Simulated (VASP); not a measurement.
# HoBi2IO4: a series over U, part 2 of 3

What does DFT+U do to HoBi2IO4? The start is a cell from a database of measured crystal structures.

VASP 6.6.1, plane waves and PAW; the level of theory is named at each step.

Still holding for the runs below: The cell holds one magnetic atom, so no antiferromagnetic order fits into it.

So far. Step 2 (Series over U, U 0, J 0): Energy at zero smearing: -53.18238 eV.

### Step 3. Series over U, U 2, J 0

This step: PBEsol, DFT+U (Ho f 2 eV), spin-polarised from a ferromagnetic start (one magnetic atom a cell); plane waves and PAW (Bi_d, Ho, I, O) (VASP 6.6.1).

INCAR

```
SYSTEM = HoBi2IO4
PREC = Normal
ENCUT = 480
EDIFF = 1E-06
NELM = 150
ISMEAR = 0
SIGMA = 0.05
LREAL = .FALSE.
ALGO = Normal
GGA = PS
NBANDS = 48
ISPIN = 2
MAGMOM = 0 0 4 0 0 0 0 0
LDAU = .TRUE.
LDAUTYPE = 2
LDAUL = -1 3 -1 -1
LDAUU = 0 2 0 0
LDAUJ = 0 0 0 0
LDAUPRINT = 1
LASPH = .TRUE.
LMAXMIX = 6
AMIX = 0.2
BMIX = 1E-04
AMIX_MAG = 0.8
BMIX_MAG = 1E-04
LORBIT = 11
LWAVE = .FALSE.
LCHARG = .FALSE.
KPAR = 2
NEDOS = 1200
```

POSCAR

```
HoBi2IO4
1.0
    3.8975000000      0.0000000000      0.0000000000
    0.0000000000      3.8975000000      0.0000000000
    0.0000000000      0.0000000000      9.5590000000
Bi Ho I O
2 1 1 4
Direct
    0.5000000000      0.5000000000      0.2584000000
    0.5000000000      0.5000000000      0.7416000000
    0.0000000000      0.0000000000      0.0000000000
    0.0000000000      0.0000000000      0.5000000000
    0.0000000000      0.5000000000      0.1420000000
    0.5000000000      0.0000000000      0.1420000000
    0.0000000000      0.5000000000      0.8580000000
    0.5000000000      0.0000000000      0.8580000000
```

KPOINTS

```
Automatic mesh
0
Gamma
5 5 2
0 0 0
```

Potentials, in the order of the species: Bi_d, Ho, I and O (PBE family, release 64).

The run is started by

```bash
mpirun -np 2 vasp_std
```

Output:

```text
[banner, memory and clock lines left out]
running    2 mpi-ranks, on    1 nodes
 distrk:  each k-point on    1 cores,    2 groups
 distr:  one band on    1 cores,    1 groups

 POSCAR found type information on POSCAR BiHoI O
 POSCAR found :  4 types and       8 ions
 [... a notice as in an earlier step ...]

 LDA part: xc-table for (Slater+PW92), standard interpolation
 POSCAR, INCAR and KPOINTS ok, starting setup
 FFT: planning ... GRIDC
 FFT: planning ... GRID_SOFT
 FFT: planning ... GRID
 WAVECAR not read
 entering main loop
       N       E                     dE             d eps       ncg     rms          rms(c)
DAV:   1     0.919042850384E+03    0.91904E+03   -0.36049E+04  3512   0.655E+03
DAV:   2     0.120556078281E+03   -0.79849E+03   -0.76029E+03  3400   0.112E+03
DAV:   3    -0.434334749804E+02   -0.16399E+03   -0.15448E+03  3472   0.276E+02
DAV:   4    -0.567617075560E+02   -0.13328E+02   -0.13189E+02  3352   0.768E+01
DAV:   5    -0.592604102694E+02   -0.24987E+01   -0.24723E+01  4544   0.239E+01    0.491E+01
DAV:   6    -0.514500601880E+02    0.78104E+01   -0.23098E+01  4312   0.746E+01    0.708E+01
DAV:   7    -0.520564533549E+02   -0.60639E+00   -0.71228E+00  3320   0.201E+01    0.422E+01
DAV:   8    -0.518069052406E+02    0.24955E+00   -0.26032E+00  4344   0.559E+01    0.430E+01
DAV:   9    -0.509463853203E+02    0.86052E+00   -0.16048E+00  3832   0.471E+01    0.429E+01
DAV:  10    -0.484257295847E+02    0.25207E+01   -0.25280E+00  3880   0.640E+01    0.446E+01
DAV:  11    -0.488514742388E+02   -0.42574E+00   -0.17528E+01  3488   0.151E+02    0.318E+01
DAV:  12    -0.495412745512E+02   -0.68980E+00   -0.97221E-01  3640   0.560E+01    0.342E+01
DAV:  13    -0.508135043727E+02   -0.12722E+01   -0.35616E-01  4160   0.326E+01    0.423E+01
DAV:  14    -0.505589448672E+02    0.25456E+00   -0.17080E-01  3984   0.450E+00    0.426E+01
DAV:  15    -0.504336740752E+02    0.12527E+00   -0.23757E-02  4408   0.725E+00    0.453E+01
DAV:  16    -0.501973620354E+02    0.23631E+00   -0.10822E-02  4368   0.295E+00    0.476E+01
DAV:  17    -0.495395064272E+02    0.65786E+00   -0.12628E-02  3688   0.763E+00    0.527E+01
DAV:  18    -0.488609295521E+02    0.67858E+00   -0.19482E-02  3992   0.809E+00    0.584E+01
DAV:  19    -0.498052221133E+02   -0.94429E+00   -0.22178E-02  3760   0.909E+00    0.528E+01
DAV:  20    -0.508948410764E+02   -0.10896E+01   -0.60082E-02  3712   0.107E+01    0.451E+01
DAV:  21    -0.506748166746E+02    0.22002E+00   -0.15868E-02  4128   0.266E+00    0.467E+01
DAV:  22    -0.512672329972E+02   -0.59242E+00   -0.45606E-02  3552   0.198E+01    0.385E+01
DAV:  23    -0.512697768821E+02   -0.25439E-02   -0.14345E-02  3568   0.723E-01    0.382E+01
DAV:  24    -0.507798177615E+02    0.48996E+00   -0.26391E-02  3640   0.726E+00    0.431E+01
DAV:  25    -0.507154848546E+02    0.64333E-01   -0.87264E-03  3896   0.207E+00    0.440E+01
DAV:  26    -0.510525281930E+02   -0.33704E+00   -0.46526E-03  3648   0.367E+00    0.410E+01
DAV:  27    -0.517969430342E+02   -0.74441E+00   -0.38960E-02  3744   0.143E+01    0.347E+01
DAV:  28    -0.520415080280E+02   -0.24456E+00   -0.65472E-02  4096   0.147E+01    0.331E+01
DAV:  29    -0.520385528655E+02    0.29552E-02   -0.36575E-02  3624   0.136E+00    0.331E+01
DAV:  30    -0.522848455917E+02   -0.24629E+00   -0.38446E-02  3760   0.143E+01    0.285E+01
[...]
DAV:  73    -0.527779322006E+02    0.21630E-04   -0.11139E-04  4368   0.119E-01    0.127E+00
DAV:  74    -0.527779287057E+02    0.34950E-05   -0.10170E-05  3256   0.237E-02    0.129E+00
DAV:  75    -0.527778432880E+02    0.85418E-04   -0.14699E-05  3160   0.176E-01    0.105E+00
DAV:  76    -0.527777689691E+02    0.74319E-04   -0.14415E-04  3952   0.779E-01    0.116E+00
DAV:  77    -0.527777974069E+02   -0.28438E-04   -0.96147E-05  3568   0.493E-02    0.118E+00
DAV:  78    -0.527778100464E+02   -0.12640E-04   -0.89803E-06  2832   0.128E-01    0.125E+00
DAV:  79    -0.527778995282E+02   -0.89482E-04   -0.52862E-04  3520   0.812E-01    0.149E+00
DAV:  80    -0.527780566309E+02   -0.15710E-03   -0.29318E-04  4264   0.377E-01    0.191E+00
DAV:  81    -0.527781943847E+02   -0.13775E-03   -0.39203E-04  3696   0.230E-01    0.229E+00
DAV:  82    -0.527782328046E+02   -0.38420E-04   -0.69445E-05  4224   0.108E-01    0.232E+00
DAV:  83    -0.527782252464E+02    0.75582E-05   -0.21547E-05  3448   0.277E-02    0.238E+00
DAV:  84    -0.527782247511E+02    0.49531E-06   -0.59034E-07  1744   0.487E-03
   1 F= -.52778225E+02 E0= -.52778225E+02  d E =-.607899E-12  mag=     4.0002
```

Wall time 7.4 min (2 MPI ranks of Intel Xeon Platinum 8375C at 2.90GHz (Ice Lake), shared host); peak memory 0.59 GiB.

From OUTCAR (step 3):

```text
The static configuration has the point symmetry D_4h.

 Found     12 irreducible k-points:

   NELECT =      82.0000    total number of electrons

atom =   3  type =  2  l = 3

 onsite density matrix

spin component  1

  0.9951 -0.0000 -0.0004  0.0000 -0.0000 -0.0000 -0.0000
 -0.0000  0.9945 -0.0000 -0.0000  0.0000  0.0000 -0.0000
 -0.0004 -0.0000  0.9971 -0.0000  0.0000  0.0000  0.0000
  0.0000 -0.0000 -0.0000  0.9971 -0.0000 -0.0000  0.0000
 -0.0000  0.0000  0.0000 -0.0000  0.9971  0.0000  0.0004
 -0.0000  0.0000  0.0000 -0.0000  0.0000  1.0060 -0.0000
 -0.0000 -0.0000  0.0000  0.0000  0.0004 -0.0000  0.9951

spin component  2

  0.3858  0.0000 -0.4771  0.0000 -0.0000 -0.0000 -0.0000
  0.0000  0.0074  0.0000 -0.0000  0.0000  0.0000  0.0000
 -0.4771  0.0000  0.6186  0.0000  0.0000 -0.0000 -0.0000
  0.0000 -0.0000  0.0000  0.0247 -0.0000 -0.0000 -0.0000
 -0.0000  0.0000  0.0000 -0.0000  0.6186  0.0000  0.4771
 -0.0000  0.0000 -0.0000 -0.0000  0.0000  1.0025 -0.0000
 -0.0000  0.0000 -0.0000 -0.0000  0.4771 -0.0000  0.3858

 occupancies and eigenvectors

  o =  0.0074  v =  0.0000  0.0000  0.0000  0.0000  0.0000  0.0000  0.0000  0.0000  1.0000 -0.0000 -0.0000  0.0000  0.0000 -0.0000      0.0000  0.0000  0.0000  0.0000  0.0000  0.0000  0.0000  0.0000  0.0000  0.0000  0.0000  0.0000  0.0000  0.0000
  o =  0.0110  v =  0.0000  0.0000  0.0000  0.0000  0.0000  0.0000  0.0000  0.0000  0.0000  0.0000 -0.0000 -0.6177 -0.0000  0.7865      0.0000  0.0000  0.0000  0.0000  0.0000  0.0000  0.0000  0.0000  0.0000  0.0000  0.0000  0.0000  0.0000  0.0000
  o =  0.0110  v =  0.0000  0.0000  0.0000  0.0000  0.0000  0.0000  0.0000 -0.7865  0.0000 -0.6177  0.0000 -0.0000 -0.0000 -0.0000      0.0000  0.0000  0.0000  0.0000  0.0000  0.0000  0.0000  0.0000  0.0000  0.0000  0.0000  0.0000  0.0000  0.0000
  o =  0.0247  v =  0.0000  0.0000  0.0000  0.0000  0.0000  0.0000  0.0000  0.0000 -0.0000 -0.0000 -1.0000  0.0000 -0.0000 -0.0000      0.0000  0.0000  0.0000  0.0000  0.0000  0.0000  0.0000  0.0000  0.0000  0.0000  0.0000  0.0000  0.0000  0.0000
  o =  0.9933  v =  0.0000  0.0000  0.0000  0.0000  0.0000  0.0000  0.0000  0.0000  0.0000  0.0000  0.0000 -0.7865  0.0000 -0.6177      0.0000  0.0000  0.0000  0.0000  0.0000  0.0000  0.0000  0.0000  0.0000  0.0000  0.0000  0.0000  0.0000  0.0000
  o =  0.9933  v =  0.0000  0.0000  0.0000  0.0000  0.0000  0.0000  0.0000 -0.6177  0.0000  0.7865 -0.0000  0.0000  0.0000  0.0000      0.0000  0.0000  0.0000  0.0000  0.0000  0.0000  0.0000  0.0000  0.0000  0.0000  0.0000  0.0000  0.0000  0.0000
  o =  0.9945  v =  0.0000 -1.0000  0.0000  0.0000 -0.0000 -0.0000  0.0000  0.0000  0.0000  0.0000  0.0000  0.0000  0.0000  0.0000      0.0000  0.0000  0.0000  0.0000  0.0000  0.0000  0.0000  0.0000  0.0000  0.0000  0.0000  0.0000  0.0000  0.0000
  o =  0.9950  v =  0.9797  0.0000  0.2006 -0.0000  0.0001  0.0000 -0.0003  0.0000  0.0000  0.0000  0.0000  0.0000  0.0000  0.0000      0.0000  0.0000  0.0000  0.0000  0.0000  0.0000  0.0000  0.0000  0.0000  0.0000  0.0000  0.0000  0.0000  0.0000
  o =  0.9950  v =  0.0003  0.0000  0.0001  0.0000 -0.2006 -0.0000  0.9797  0.0000  0.0000  0.0000  0.0000  0.0000  0.0000  0.0000      0.0000  0.0000  0.0000  0.0000  0.0000  0.0000  0.0000  0.0000  0.0000  0.0000  0.0000  0.0000  0.0000  0.0000
  o =  0.9971  v =  0.0000 -0.0000 -0.0000 -1.0000 -0.0000 -0.0000 -0.0000  0.0000  0.0000  0.0000  0.0000  0.0000  0.0000  0.0000      0.0000  0.0000  0.0000  0.0000  0.0000  0.0000  0.0000  0.0000  0.0000  0.0000  0.0000  0.0000  0.0000  0.0000
  o =  0.9972  v =  0.0001 -0.0000 -0.0007 -0.0000  0.9797 -0.0000  0.2006  0.0000  0.0000  0.0000  0.0000  0.0000  0.0000  0.0000      0.0000  0.0000  0.0000  0.0000  0.0000  0.0000  0.0000  0.0000  0.0000  0.0000  0.0000  0.0000  0.0000  0.0000
  o =  0.9972  v =  0.2006 -0.0000 -0.9797  0.0000 -0.0007  0.0000 -0.0001  0.0000  0.0000  0.0000  0.0000  0.0000  0.0000  0.0000      0.0000  0.0000  0.0000  0.0000  0.0000  0.0000  0.0000  0.0000  0.0000  0.0000  0.0000  0.0000  0.0000  0.0000
  o =  1.0025  v =  0.0000  0.0000  0.0000  0.0000  0.0000  0.0000  0.0000  0.0000 -0.0000 -0.0000 -0.0000  0.0000  1.0000  0.0000      0.0000  0.0000  0.0000  0.0000  0.0000  0.0000  0.0000  0.0000  0.0000  0.0000  0.0000  0.0000  0.0000  0.0000
  o =  1.0060  v = -0.0000 -0.0000  0.0000 -0.0000  0.0000  1.0000  0.0000  0.0000  0.0000  0.0000  0.0000  0.0000  0.0000  0.0000      0.0000  0.0000  0.0000  0.0000  0.0000  0.0000  0.0000  0.0000  0.0000  0.0000  0.0000  0.0000  0.0000  0.0000

 E-fermi :   5.1867

 spin component 1
 k-point     1 :       0.0000    0.0000    0.0000
  band No.  band energies     occupation
    ...
     39       4.0084      1.00000
     40       4.0084      1.00000
     41       4.3181      1.00000
     42       4.3181      1.00000
     43       4.3801      1.00000
     44       6.2271      0.00000
     45       8.3558      0.00000
     46       9.6934      0.00000
     47       9.6934      0.00000
     48       9.8212      0.00000

 k-point     2 :       0.2000    0.0000    0.0000
  band No.  band energies     occupation
    ...
     39       3.7350      1.00000
     40       3.7724      1.00000
     41       3.9758      1.00000
     42       4.4681      1.00000
     43       4.5008      1.00000
     44       7.6141      0.00000
     45       8.0262      0.00000
     46       9.1587      0.00000
     47       9.9642      0.00000
     48      10.2448      0.00000

 k-point     3 :       0.4000    0.0000    0.0000
  band No.  band energies     occupation
    ...
     39       3.4046      1.00000
     40       3.7255      1.00000
     41       4.2211      1.00000
     42       4.3077      1.00000
     43       4.7537      1.00000
     44       7.8519      0.00000
     45       8.9427      0.00000
     46       9.3559      0.00000
     47       9.6628      0.00000
     48      10.4778      0.00000

 k-point     4 :       0.2000    0.2000    0.0000
  band No.  band energies     occupation
    ...
     39       3.4913      1.00000
     40       3.9844      1.00000
     41       3.9923      1.00000
     42       4.2493      1.00000
     43       4.2518      1.00000
     44       7.8679      0.00000
     45       8.4839      0.00000
     46       8.9941      0.00000
     47       9.1317      0.00000
     48      10.1703      0.00000

  Total       -0.4657494     -0.4657494     -0.5747563      0.0000000      0.0000000      0.0000000
  in kB       -5.1389942     -5.1389942     -6.3417570      0.0000000      0.0000000      0.0000000
  external PRESSURE =      -5.5399152 kB  Pullay stress =       0.0000000 kB

 POSITION                                       TOTAL-FORCE (eV/Angst)
 -----------------------------------------------------------------------------------
      1.94875      1.94875      2.47005         0.000000      0.000000     -0.169071
      1.94875      1.94875      7.08895         0.000000      0.000000      0.169071
      0.00000      0.00000      0.00000         0.000000     -0.000000     -0.000000
      0.00000      0.00000      4.77950         0.000000     -0.000000     -0.000000
      0.00000      1.94875      1.35738         0.000000     -0.000000      0.169373
      1.94875      0.00000      1.35738        -0.000000     -0.000000      0.169373
      0.00000      1.94875      8.20162         0.000000     -0.000000     -0.169373
      1.94875      0.00000      8.20162         0.000000     -0.000000     -0.169373
 -----------------------------------------------------------------------------------
    total drift:                                0.000000     -0.000000      0.000000

  FREE ENERGIE OF THE ION-ELECTRON SYSTEM (eV)
  ---------------------------------------------------
  free  energy   TOTEN  =       -52.7782247511 eV

  energy  without entropy=      -52.7782247511  energy(sigma->0) =      -52.77822475

 total charge
# of ion       s       p       d       f       tot
--------------------------------------------------
    1        1.591   0.963  10.032   0.000  12.586
    2        1.591   0.963  10.032   0.000  12.586
    3        2.060   5.780   0.454  10.015  18.308
    4        1.507   2.791   0.013   0.000   4.311
    5        1.570   3.431   0.000   0.000   5.002
    6        1.570   3.431   0.000   0.000   5.002
    7        1.570   3.431   0.000   0.000   5.002
    8        1.570   3.431   0.000   0.000   5.002
--------------------------------------------------
tot         13.031  24.223  20.530  10.015  67.799

 magnetization (x)
# of ion       s       p       d       f       tot
--------------------------------------------------
    1        0.000   0.002  -0.000   0.000   0.003
    2        0.000   0.002  -0.000   0.000   0.003
    3        0.002  -0.029   0.016   3.937   3.926
    4        0.000   0.001   0.000   0.000   0.001
    5       -0.001   0.000   0.000   0.000  -0.000
    6       -0.001   0.000   0.000   0.000  -0.000
    7       -0.001   0.000   0.000   0.000  -0.000
    8       -0.001   0.000   0.000   0.000  -0.000
--------------------------------------------------
tot          0.000  -0.023   0.016   3.937   3.930

[... 8 parts as in an earlier step ...]

[... 9 further parts left out ...]
```

DFT+U on an f shell has many metastable occupations, and no search among them was made.

This step gave:

```
electronic cycles                                 : 84
free energy (TOTEN)                               : -52.7782 eV
Fermi energy                                      : 5.187 eV
moment of the cell, from the last line of the log : 4.000 μB
gap on the k-mesh                                 : 1.272 eV
least direct gap on the k-mesh                    : 1.605 eV
```

Spin moment in the PAW sphere by atom:

| atom | spin moment in the PAW sphere (μB) |
| --- | --- |
| Bi1 | 0.00 |
| Bi2 | 0.00 |
| Ho3 | 3.93 |
| I4 | 0.00 |
| O5 | 0.00 |
| O6 | 0.00 |
| O7 | 0.00 |
| O8 | 0.00 |

Force by atom:

| atom | x (eV/Å) | y (eV/Å) | z (eV/Å) | size |
| --- | --- | --- | --- | --- |
| Bi1 | 0.000 | 0.000 | -0.169 | 0.169 |
| Bi2 | 0.000 | 0.000 | 0.169 | 0.169 |
| Ho3 | 0.000 | 0.000 | 0.000 | 0.000 |
| I4 | 0.000 | 0.000 | 0.000 | 0.000 |
| O5 | 0.000 | 0.000 | 0.169 | 0.169 |
| O6 | 0.000 | 0.000 | 0.169 | 0.169 |
| O7 | 0.000 | 0.000 | -0.169 | 0.169 |
| O8 | 0.000 | 0.000 | -0.169 | 0.169 |

EDIFF was met while the residual of the charge density, rms(c), still stood at 0.2, so the density had not settled and the numbers of this run are doubtful.

Energy at zero smearing: -52.77822 eV.

### Step 4. Series over U, U 3, J 0

This step: PBEsol, DFT+U (Ho f 3 eV), spin-polarised from a ferromagnetic start (one magnetic atom a cell); plane waves and PAW (Bi_d, Ho, I, O) (VASP 6.6.1).

Changes to INCAR since step 3:

```diff
@@ -16,3 +16,3 @@
 LDAUL = -1 3 -1 -1
-LDAUU = 0 2 0 0
+LDAUU = 0 3 0 0
 LDAUJ = 0 0 0 0
```

POSCAR is that of step 3.

KPOINTS is that of step 3.

The run is started by

```bash
mpirun -np 2 vasp_std
```

Output:

```text
[... set-up lines as in an earlier step ...]
 entering main loop
       N       E                     dE             d eps       ncg     rms          rms(c)
DAV:   1     0.924361200843E+03    0.92436E+03   -0.35979E+04  3496   0.658E+03
DAV:   2     0.120727113077E+03   -0.80363E+03   -0.76951E+03  3432   0.112E+03
DAV:   3    -0.430269117951E+02   -0.16375E+03   -0.15503E+03  3544   0.277E+02
DAV:   4    -0.555276324783E+02   -0.12501E+02   -0.12336E+02  3296   0.752E+01
[...]
DAV: 101    -0.527391998278E+02    0.20919E-05   -0.30932E-05  3528   0.369E-01    0.184E-01
DAV: 102    -0.527392009783E+02   -0.11506E-05   -0.14093E-05  3216   0.171E-02    0.171E-01
DAV: 103    -0.527391999934E+02    0.98494E-06   -0.47381E-07  1528   0.686E-02
   1 F= -.52739200E+02 E0= -.52739200E+02  d E =-.217090E-14  mag=     4.0000
```

It took 7.5 min on 2 MPI ranks; peak memory 0.59 GiB; 15 min of CPU time.

From OUTCAR (step 4):

```text
  Total       -0.5333566     -0.5333566     -0.8056155      0.0000000      0.0000000      0.0000000
  in kB       -5.8849605     -5.8849605     -8.8890165      0.0000000      0.0000000      0.0000000
  external PRESSURE =      -6.8863125 kB  Pullay stress =       0.0000000 kB

 POSITION                                       TOTAL-FORCE (eV/Angst)
 -----------------------------------------------------------------------------------
      1.94875      1.94875      2.47005         0.000000     -0.000000     -0.133579
      1.94875      1.94875      7.08895        -0.000000     -0.000000      0.133579
      0.00000      0.00000      0.00000        -0.000000     -0.000000      0.000000
      0.00000      0.00000      4.77950        -0.000000     -0.000000      0.000000
      0.00000      1.94875      1.35738        -0.000000      0.000000      0.121918
      1.94875      0.00000      1.35738         0.000000      0.000000      0.121918
      0.00000      1.94875      8.20162         0.000000      0.000000     -0.121918
      1.94875      0.00000      8.20162        -0.000000     -0.000000     -0.121918
 -----------------------------------------------------------------------------------
    total drift:                                0.000000     -0.000000      0.000000

  FREE ENERGIE OF THE ION-ELECTRON SYSTEM (eV)
  ---------------------------------------------------
  free  energy   TOTEN  =       -52.7391999934 eV

  energy  without entropy=      -52.7391999934  energy(sigma->0) =      -52.73919999

 magnetization (x)
# of ion       s       p       d       f       tot
--------------------------------------------------
    1        0.000   0.002  -0.000   0.000   0.002
    2        0.000   0.002  -0.000   0.000   0.002
    3        0.002  -0.029   0.016   3.946   3.935
    4        0.000   0.000   0.000   0.000   0.000
    5       -0.001  -0.001   0.000   0.000  -0.002
    6       -0.001  -0.001   0.000   0.000  -0.002
    7       -0.001  -0.001   0.000   0.000  -0.002
    8       -0.001  -0.001   0.000   0.000  -0.002
--------------------------------------------------
tot          0.000  -0.030   0.016   3.946   3.932

[... 2 parts as in an earlier step ...]

[... 1 further part left out ...]
[key lines of the parts left out:]
E-fermi :   5.0449
```

Energy at zero smearing: -52.73920 eV.

The run ends at a pressure of -0.69 GPa, with forces up to 0.13 eV/Å.

(Part 2 of 3 ends here.)

[Lines on the potential files, build, host, timing and source positions are cut from VASP's logs without a mark.]

[Logs are printed without paths, hosts, clocks, repeated set-up lines and the standing remarks that a program may print on its own settings, such as how far it seeks lower states.]

[Hosts, paths, dates, database ids (printed as entryN), source tags and the programs' standing remarks are cut or masked in the printed files.]

[In band tables of VASP the shares of atoms and orbitals are scaled to a sum of 1 inside the atoms' spheres.]

[Runs that stopped without an error message from VASP are left out.]
